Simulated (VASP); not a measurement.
# RbIr3 (Pm-3m) in VASP: notebook

The runs below take RbIr3 through single point, relaxation of cell and atoms, with PBE.

All numbers are computed with VASP 6.6.1; they aren't measurements. Logs are shortened: lines on timing, memory, paths and dates and some standing lists are left out, and cuts for length are marked.

## 1. The undisturbed crystal

Symmetry: Pm-3m, No. 221, cubic system. Conventional cell: a = 4.155 Å, b = 4.155 Å, c = 4.155 Å, α = 90.00°, β = 90.00°, γ = 90.00°. Around Rb (site symmetry m-3m) lie 12 Ir at 2.94 Å. Around Ir (site symmetry 4/mmm) lie 4 Rb at 2.94 Å and 8 Ir at 2.94 Å.

The cell was built by a generator and needn't be a form met in nature.

## 2. Single point, PBE (random cell by space group and Wyckoff sites (Pm-3m, No. 221))

INCAR

```
  ALGO = Fast
  EDIFF = 1E-6
  ENCUT = 520
  GGA = PE
  ISIF = 2
  ISMEAR = 0
  LASPH = True
  LCHARG = True
  LELF = True
  LREAL = False
  LVHAR = True
  LWAVE = False
  NBANDS = 26
  NELM = 80
  PREC = Accurate
  SIGMA = 0.1
```

KPOINTS

```
k-points
0
Gamma
  12 12 12
```

POSCAR

```
RbIr3
1.0
    4.1550415853      0.0000000000      0.0000000000
    0.0000000000      4.1550415853      0.0000000000
    0.0000000000      0.0000000000      4.1550415853
Rb Ir
1 3
Direct
    0.5000000000      0.5000000000      0.5000000000
    0.5000000000      0.0000000000      0.0000000000
    0.0000000000      0.5000000000      0.0000000000
    0.0000000000      0.0000000000      0.5000000000
```

Potentials or basis: VASP PAW PBE potentials, release 64 (Rb_sv, Ir).

Command:

```bash
$ cat potpaw_PBE.64/Rb_sv/POTCAR potpaw_PBE.64/Ir/POTCAR > POTCAR
$ mpirun -np 1 vasp_std > vasp.out
```

OUTCAR:

```text
EDIFF = 1E-6
   ENCUT = 520
   GGA = PE
   ISIF = 2
   ISMEAR = 0
   LASPH = True
   LREAL = False
   NELM = 80
   PREC = Accurate

 ion  position               nearest neighbor table
   1  0.500  0.500  0.500-   2 2.94   3 2.94   4 2.94   2 2.94   3 2.94   2 2.94   4 2.94   2 2.94
                             3 2.94   4 2.94   3 2.94   4 2.94
   2  0.500  0.000  0.000-   1 2.94   3 2.94   4 2.94   1 2.94   4 2.94   1 2.94   3 2.94   1 2.94
                             3 2.94   4 2.94   4 2.94   3 2.94
   3  0.000  0.500  0.000-   1 2.94   2 2.94   4 2.94   1 2.94   4 2.94   2 2.94   4 2.94   4 2.94
                             1 2.94   2 2.94   1 2.94   2 2.94
   4  0.000  0.000  0.500-   1 2.94   2 2.94   3 2.94   2 2.94   3 2.94   1 2.94   3 2.94   3 2.94
                             1 2.94   2 2.94   2 2.94   1 2.94

  LATTYP: Found a simple cubic cell.
 ALAT       =     4.1550415853

  Lattice vectors:

 A1 = (   4.1550415853,   0.0000000000,   0.0000000000)
 A2 = (   0.0000000000,   4.1550415853,   0.0000000000)
 A3 = (   0.0000000000,   0.0000000000,   4.1550415853)

Analysis of symmetry for initial positions (statically):
=====================================================================
 Subroutine PRICEL returns:
 Original cell was already a primitive cell.

 Routine SETGRP: Setting up the symmetry group for a
 simple cubic supercell.

 Subroutine GETGRP returns: Found 48 space group operations
 (whereof 48 operations were pure point group operations)
 out of a pool of 48 trial point group operations.

The static configuration has the point symmetry O_h .

Analysis of symmetry for dynamics (positions and initial velocities):
=====================================================================
 Subroutine PRICEL returns:
 Original cell was already a primitive cell.

 Routine SETGRP: Setting up the symmetry group for a
 simple cubic supercell.

 Subroutine GETGRP returns: Found 48 space group operations
 (whereof 48 operations were pure point group operations)
 out of a pool of 48 trial point group operations.

The dynamic configuration has the point symmetry O_h .

 Subroutine INISYM returns: Found 48 space group operations
 (whereof 48 operations are pure point group operations),
 and found     1 'primitive' translations

----------------------------------------------------------------------------------------

[... 97 lines left out ...]
   LREAL  =      F    real-space projection
   EDIFFG = 0.1E-04   stopping-criterion for IOM
   NSW    =      0    number of steps for IOM
   IBRION =     -1    ionic relax: 0-MD 1-quasi-New 2-CG
   NFREE  =      0    steps in history (QN), initial steepest desc. (CG)
   ISIF   =      2    stress and relaxation
   ISYM   =      2    0-nonsym 1-usesym 2-fastsym
   POTIM  = 0.5000    time-step for ionic-motion
   TEBEG  =    0.0;   TEEND  =   0.0 temperature during run
   PSTRESS=    0.0 pullay stress
   NELECT =      36.0000    total number of electrons
   NUPDOWN=      -1.0000    fix difference up-down
   EMIN   =  10.00;   EMAX   =-10.00  energy-range for DOS
   EFERMI =   0.00;   METHOD = LEGACY
   ISMEAR =     0;   SIGMA  =   0.10  broadening in eV -4-tet -1-fermi 0-gaus
   EFERMI_NEDOS =   21; number of points for ismear=-14 and -15
   IALGO  =     68    algorithm
   IMIX   =      4    mixing-type and parameters
     AMIX     =   0.40;   BMIX     =  1.00
     AMIX_MAG =   1.60;   BMIX_MAG =  1.00
  volume/ion in A,a.u.               =      17.93       121.02
  Fermi-wavevector in a.u.,A,eV,Ry     =   1.300969  2.458475 23.028138  1.692520
  Thomas-Fermi vector in A             =   2.432133
   LORBIT       =      0    0 simple, 1 ext, 2 COOP (PROOUT), +10 PAW based schemes
   GGA     = PE    functional components
   LHFCALC =     F    Hartree Fock is set to
   AEXX    =    0.0000 exact exchange contribution
   IVDW    =     0    specifies the selected vdW correction
   LEPSILON=     F    determine dielectric tensor
   LRPA    =     F    only Hartree local field effects (RPA)
 non-spin polarized calculation
 RMM-DIIS sequential band-by-band and
 Gauss-broadening in eV      SIGMA  =   0.10
  energy-cutoff  :      520.00
  volume of cell :       71.73
 maximum number of plane-waves:      1956
 NGX is ok and might be reduce to    32
   NGX = 15   NGY = 15   NGZ = 15

 number of electron      35.9999993 magnetization

 Free energy of the ion-electron system (eV)
  ---------------------------------------------------
  ext. energy  EPLUGINS =         0.00000000
  ---------------------------------------------------
  free energy    TOTEN  =       -20.97628790 eV

  energy without entropy =      -20.94731313  energy(sigma->0) =      -20.96180051

 E-fermi :   5.5965     XC(G=0): -12.2541

 val. band max:        5.5907337165   @ k =   0.4167   0.3333   0.3333
 cond. band min:       5.5978925302   @ k =   0.2500   0.0833   0.0833
 fundamental gap:      0.0071588138
 Fermi energy:         5.5965176853

 k-point     1 :       0.0000    0.0000    0.0000
  band No.  band energies     occupation
      1     -19.5383      2.00000
      2      -3.9488      2.00000
      3      -3.9488      2.00000
      4      -3.9488      2.00000
      5      -1.2563      2.00000
      6       1.4905      2.00000
[... 685 lines left out ...]
     25      13.1354      0.00000
     26      15.2826      0.00000

 [... further k-points ...]

------------------------ aborting loop because EDIFF is reached ----------------------------------------

  FORCE on cell =-STRESS in cart. coord.  units (eV):
  Direction    XX          YY          ZZ          XY          YZ          ZX
  --------------------------------------------------------------------------------------
  -------------------------------------------------------------------------------------
  Total        0.2972263      0.2972263      0.2972263      0.0000000      0.0000000     -0.0000000
  in kB        6.6385264      6.6385264      6.6385264      0.0000000      0.0000000     -0.0000000
  external PRESSURE =       6.6385264 kB  Pullay stress =       0.0000000 kB

 VOLUME and BASIS-vectors are now :
 -----------------------------------------------------------------------------
  energy-cutoff  :      520.00
  volume of cell :       71.73
      direct lattice vectors                 reciprocal lattice vectors
     4.155041585  0.000000000  0.000000000     0.240671478  0.000000000  0.000000000
     0.000000000  4.155041585  0.000000000     0.000000000  0.240671478  0.000000000
     0.000000000  0.000000000  4.155041585     0.000000000  0.000000000  0.240671478

 POSITION                                       TOTAL-FORCE (eV/Angst)
 -----------------------------------------------------------------------------------
      2.07752      2.07752      2.07752         0.000000      0.000000      0.000000
      2.07752      0.00000      0.00000         0.000000      0.000000      0.000000
      0.00000      2.07752      0.00000         0.000000      0.000000      0.000000
      0.00000      0.00000      2.07752         0.000000      0.000000      0.000000
 -----------------------------------------------------------------------------------
    total drift:                                0.000000      0.000000     -0.000000

  FREE ENERGIE OF THE ION-ELECTRON SYSTEM (eV)
  ---------------------------------------------------
  free  energy   TOTEN  =       -20.9762878963 eV

  energy  without entropy=      -20.9473131291  energy(sigma->0) =      -20.96180051
```

OSZICAR:

```text
N       E                     dE             d eps       ncg     rms          rms(c)
DAV:   1     0.341335586588E+03    0.34134E+03   -0.16286E+04  4368   0.134E+03
DAV:   2     0.186205388991E+01   -0.33947E+03   -0.31949E+03  4390   0.389E+02
DAV:   3    -0.214372507834E+02   -0.23299E+02   -0.22111E+02  6224   0.999E+01
DAV:   4    -0.225259022513E+02   -0.10887E+01   -0.10786E+01  6374   0.180E+01
DAV:   5    -0.225420619930E+02   -0.16160E-01   -0.16151E-01  5828   0.181E+00    0.259E+01
RMM:   6    -0.209745511501E+02    0.15675E+01   -0.32508E+00  4512   0.142E+01    0.112E+01
RMM:   7    -0.209944018569E+02   -0.19851E-01   -0.11331E+00  4626   0.422E+00    0.381E+00
RMM:   8    -0.209809549565E+02    0.13447E-01   -0.20651E-01  4600   0.369E+00    0.149E+00
RMM:   9    -0.209753167607E+02    0.56382E-02   -0.31308E-02  5055   0.165E+00    0.540E-01
RMM:  10    -0.209761077573E+02   -0.79100E-03   -0.12595E-02  5636   0.447E-01    0.182E-01
RMM:  11    -0.209762250807E+02   -0.11732E-03   -0.17267E-03  6425   0.202E-01    0.110E-01
RMM:  12    -0.209762640939E+02   -0.39013E-04   -0.58045E-04  7068   0.964E-02    0.303E-02
RMM:  13    -0.209762714452E+02   -0.73513E-05   -0.22547E-04  6553   0.589E-02    0.122E-02
RMM:  14    -0.209762818719E+02   -0.10427E-04   -0.10303E-04  7035   0.357E-02    0.739E-03
RMM:  15    -0.209762862109E+02   -0.43390E-05   -0.44297E-05  5292   0.202E-02    0.703E-03
RMM:  16    -0.209762864414E+02   -0.23051E-06   -0.20200E-05  5575   0.174E-02    0.158E-03
RMM:  17    -0.209762875518E+02   -0.11104E-05   -0.10585E-05  4196   0.102E-02    0.118E-03
RMM:  18    -0.209762878963E+02   -0.34454E-06   -0.44316E-06  3753   0.734E-03
   1 F= -.20976288E+02 E0= -.20961801E+02  d E =-.289748E-01
```

stdout:

```text
POSCAR found type information on POSCAR RbIr
 POSCAR found :  2 types and       4 ions
 scaLAPACK will be used
 LDA part: xc-table for (Slater+PW92), standard interpolation
 POSCAR, INCAR and KPOINTS ok, starting setup
 FFT: planning ... GRIDC
 FFT: planning ... GRID_SOFT
 FFT: planning ... GRID
 WAVECAR not read
 entering main loop
WARNING in EDDRMM: call to ZHEGV failed, returncode =   6  3     22
WARNING in EDDRMM: call to ZHEGV failed, returncode =   6  3     21
WARNING in EDDRMM: call to ZHEGV failed, returncode =   8  4     10
```

It took 86 s on 1 thread of AMD EPYC 9R45 (Zen 5), shared host; peak memory 0.24 GiB.

Results:

| Property | Result |
| --- | --- |
| Free energy | -20.9763 eV |
| Pressure | 0.7 GPa |
| Band gap on the k mesh | none (metal or under the smearing width) |

## 3. Relaxation of cell and atoms, PBE (random cell by space group and Wyckoff sites (Pm-3m, No. 221))

INCAR

```
ALGO = Fast
EDIFF = 1E-7
EDIFFG = -0.01
ENCUT = 600
GGA = PE
IBRION = 2
ISIF = 3
ISMEAR = 0
LASPH = True
LCHARG = False
LREAL = False
LWAVE = False
NELM = 60
NSW = 100
PREC = Accurate
SIGMA = 0.1
```

KPOINTS is that of step 2.

POSCAR

```
RbIr3
1.0
    4.1541361463      0.0000000000      0.0000000000
    0.0000000000      4.1541361463      0.0000000000
    0.0000000000      0.0000000000      4.1541361463
Rb Ir
1 3
Direct
    0.5000000000      0.5000000000      0.5000000000
    0.5000000000      0.0000000000      0.0000000000
    0.0000000000      0.5000000000      0.0000000000
    0.0000000000      0.0000000000      0.5000000000
```

Potentials or basis: VASP PAW PBE potentials, release 64 (Rb_sv, Ir).

Command:

```bash
$ cat potpaw_PBE.64/Rb_sv/POTCAR potpaw_PBE.64/Ir/POTCAR > POTCAR
$ mpirun -np 1 vasp_std > vasp.out
```

Run time: 5.2 min. Hardware: 1 thread of AMD EPYC 9R45 (Zen 5), shared host; peak memory 0.29 GiB.

The run converged. Its results:

- Free energy: -20.9772 eV
- Relaxed volume: 18.02 Å³/atom
- Relaxed cell: a = 4.162 Å, b = 4.162 Å, c = 4.162 Å, α = 90.00°, β = 90.00°, γ = 90.00°
- Space group after relaxing (to 0.05 Å): Pm-3m (No. 221)
- Energy gained by relaxing: 0.3 meV/atom
- Ionic steps: 3
- Pressure after relaxing: 0.0 GPa
- Band gap on the k mesh: none (metal or under the smearing width)

The path:
| step | energy change (eV) | largest force (eV/Å) | pressure (GPa) | volume (Å³) |
| --- | --- | --- | --- | --- |
| 1 | 0.0000 | 0.0000 | 0.80 | 71.69 |
| 2 | 0.0005 | 0.0000 | -0.94 | 72.62 |
| 3 | -0.0010 | 0.0000 | 0.00 | 72.10 |

Final structure:
```xyz
4
Lattice="4.1621 0.0000 0.0000 0.0000 4.1621 0.0000 0.0000 0.0000 4.1621" Properties=species:S:1:pos:R:3 pbc="T T T"
Rb    2.0810    2.0810    2.0810
Ir    2.0810    0.0000    0.0000
Ir    0.0000    2.0810    0.0000
Ir    0.0000    0.0000    2.0810
```

Levels at points of the mesh, in eV from the Fermi level:
```tsv
k point	band 16	band 17	band 18	band 19	band 20	band 21
(0.00, 0.00, 0.00)	0.29	1.29	1.62	1.62	1.62	4.52
(0.50, 0.00, 0.00)	-0.54	-0.27	-0.12	-0.12	0.47	1.63
(0.50, 0.50, 0.00)	-0.69	-0.53	-0.53	-0.29	-0.07	1.51
(0.50, 0.50, 0.50)	-0.33	0.23	1.27	1.27	1.27	4.27
```

Spin-orbit coupling is left out, which matters for the levels of Ir.

## 4. Single point, PBE (random cell by space group and Wyckoff sites (Pm-3m, No. 221))

INCAR

```
SYSTEM = RbIr3
  PREC = Accurate
  ENCUT = 520
  EDIFF = 1E-7
  ISMEAR = 0
  SIGMA = 0.1
  LREAL = .False.
  LASPH = .True.
  NELM = 80
  ALGO = Normal
  ISIF = 2
  LWAVE = .False.
  LCHARG = .False.
  GGA = PE
  NBANDS = 26
```

KPOINTS

```
regular mesh
0
Gamma
  4 4 4
  0 0 0
```

POSCAR

```
RbIr3
1.0
    4.4583737800      0.0000000000      0.0000000000
    0.0000000000      4.4583737800      0.0000000000
    0.0000000000      0.0000000000      4.4583737800
Rb Ir
1 3
Direct
    0.5000000000      0.5000000000      0.5000000000
    0.5000000000      0.0000000000      0.0000000000
    0.0000000000      0.5000000000      0.0000000000
    0.0000000000      0.0000000000      0.5000000000
```

Potentials or basis: VASP PAW PBE potentials, release 64 (Rb_sv, Ir).

Command:

```bash
$ cat potpaw_PBE.64/Rb_sv/POTCAR potpaw_PBE.64/Ir/POTCAR > POTCAR
$ mpirun -np 1 vasp_std > vasp.out
```

OUTCAR:

```text
SYSTEM = RbIr3
   PREC = Accurate
   ENCUT = 520
   EDIFF = 1E-7
   ISMEAR = 0
   LREAL = .False.
   LASPH = .True.
   NELM = 80
   ISIF = 2
   GGA = PE

 ion  position               nearest neighbor table
   1  0.500  0.500  0.500-   2 3.15   3 3.15   4 3.15   2 3.15   3 3.15   2 3.15   4 3.15   2 3.15
                             3 3.15   4 3.15   3 3.15   4 3.15
   2  0.500  0.000  0.000-   1 3.15   3 3.15   4 3.15   1 3.15   4 3.15   1 3.15   3 3.15   1 3.15
                             3 3.15   4 3.15   4 3.15   3 3.15
   3  0.000  0.500  0.000-   1 3.15   2 3.15   4 3.15   1 3.15   4 3.15   2 3.15   4 3.15   4 3.15
                             1 3.15   2 3.15   1 3.15   2 3.15
   4  0.000  0.000  0.500-   1 3.15   2 3.15   3 3.15   2 3.15   3 3.15   1 3.15   3 3.15   3 3.15
[... 479 lines left out ...]
  Total       -9.0137995     -9.0137995     -9.0137995      0.0000000     -0.0000000      0.0000000
  in kB     -162.9630145   -162.9630145   -162.9630145      0.0000000     -0.0000000      0.0000000
  external PRESSURE =    -162.9630145 kB  Pullay stress =       0.0000000 kB

 VOLUME and BASIS-vectors are now :
 -----------------------------------------------------------------------------
  energy-cutoff  :      520.00
  volume of cell :       88.62
      direct lattice vectors                 reciprocal lattice vectors
     4.458373780  0.000000000  0.000000000     0.224297031  0.000000000  0.000000000
     0.000000000  4.458373780  0.000000000     0.000000000  0.224297031  0.000000000
     0.000000000  0.000000000  4.458373780     0.000000000  0.000000000  0.224297031

 POSITION                                       TOTAL-FORCE (eV/Angst)
 -----------------------------------------------------------------------------------
      2.22919      2.22919      2.22919         0.000000      0.000000      0.000000
      2.22919      0.00000      0.00000         0.000000      0.000000      0.000000
      0.00000      2.22919      0.00000         0.000000      0.000000      0.000000
      0.00000      0.00000      2.22919         0.000000      0.000000      0.000000
 -----------------------------------------------------------------------------------
    total drift:                                0.000000      0.000000     -0.000000

  FREE ENERGIE OF THE ION-ELECTRON SYSTEM (eV)
  ---------------------------------------------------
  free  energy   TOTEN  =       -19.9174258160 eV

  energy  without entropy=      -19.8753719640  energy(sigma->0) =      -19.89639889
```

OSZICAR:

```text
N       E                     dE             d eps       ncg     rms          rms(c)
DAV:   1     0.313584283926E+03    0.31358E+03   -0.15624E+04   520   0.129E+03
DAV:   2     0.318454839715E+01   -0.31040E+03   -0.29214E+03   528   0.370E+02
DAV:   3    -0.202530787545E+02   -0.23438E+02   -0.22144E+02   750   0.948E+01
DAV:   4    -0.214022904922E+02   -0.11492E+01   -0.11320E+01   672   0.186E+01
DAV:   5    -0.214297865461E+02   -0.27496E-01   -0.27465E-01   746   0.236E+00    0.170E+01
DAV:   6    -0.199323274293E+02    0.14975E+01   -0.56346E+00   710   0.182E+01    0.600E+00
DAV:   7    -0.199220782994E+02    0.10249E-01   -0.15002E-01   578   0.227E+00    0.354E+00
DAV:   8    -0.199185673556E+02    0.35109E-02   -0.35983E-02   706   0.111E+00    0.313E-01
DAV:   9    -0.199174238847E+02    0.11435E-02   -0.48406E-03   706   0.549E-01    0.100E-01
DAV:  10    -0.199174223818E+02    0.15029E-05   -0.65356E-04   628   0.145E-01    0.312E-02
DAV:  11    -0.199174250995E+02   -0.27177E-05   -0.20198E-05   720   0.250E-02    0.138E-02
DAV:  12    -0.199174258450E+02   -0.74545E-06   -0.15998E-06   586   0.897E-03    0.348E-03
DAV:  13    -0.199174258160E+02    0.28981E-07   -0.31300E-07   520   0.375E-03
   1 F= -.19917426E+02 E0= -.19896399E+02  d E =-.420539E-01
```

It took 15 s on 1 thread of AMD EPYC 9R45 (Zen 5), shared host; peak memory 0.17 GiB.

Results:

```
Free energy            : -19.9174 eV
Pressure               : -16.3 GPa
Band gap on the k mesh : none (metal or under the smearing width)
```

Caveat: so large a pressure means that the cell lies far from this level's equilibrium, or that cutoff or potentials fall short. The run has no spin-orbit coupling, so splittings on Ir are missing.

## 5. Summary

| task | cell | k mesh | cutoff (eV) | gap on the mesh (eV) | pressure (GPa) |
| --- | --- | --- | --- | --- | --- |
| single point | random cell by space group and Wyckoff sites (Pm-3m, No. 221) | 12 × 12 × 12 | 520 | none | 0.7 |
| relaxation of cell and atoms | relaxed from: random cell by space group and Wyckoff sites (Pm-3m, No. 221) | 12 × 12 × 12 | 600 | none | 0.0 |
| single point | random cell by space group and Wyckoff sites (Pm-3m, No. 221) | 4 × 4 × 4 | 520 | none | -16.3 |

Alike in all rows: level PBE; potentials or basis VASP PAW PBE potentials, release 64 (Rb_sv, Ir); no spin polarisation; smearing gaussian 0.1 eV.

Caveats: so large a pressure means that the cell lies far from this level's equilibrium, or that cutoff or potentials fall short (some runs).

Absolute energies hang on the potentials; compare differences alone.
